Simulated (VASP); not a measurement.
Data:

```xyz
2
Lattice="2.8229 0.0000 0.0000 0.0000 2.8229 0.0000 0.0000 0.0000 2.8229" Properties=species:S:1:pos:R:3 pbc="T T T"
Al     1.4115     1.4115     1.4115
Co     0.0000     0.0000     0.0000
```

The numbers are results of LDA (Ceperley-Alder, Perdew-Zunger), VASP's LDA PAW potentials (set 64) (plane waves; VASP), not measurements. Settings: 520 eV cut-off, 13×13×13 Γ-centred mesh, first-order Methfessel-Paxton smearing of 0.10 eV, potentials Al Co.

### Question
Give the stress tensor in GPa (positive for a compressed cell).

### Answer

```
-5.83   0.00   0.00
 0.00  -5.83   0.00
 0.00   0.00  -5.83
```
The pressure is its mean diagonal, -5.83 GPa.

The compound is CoAl in the CsCl type structure. This cell is one point of a volume scan, at 1.03 of the reference volume. The run is not spin-polarised, so no magnetic state was tried.
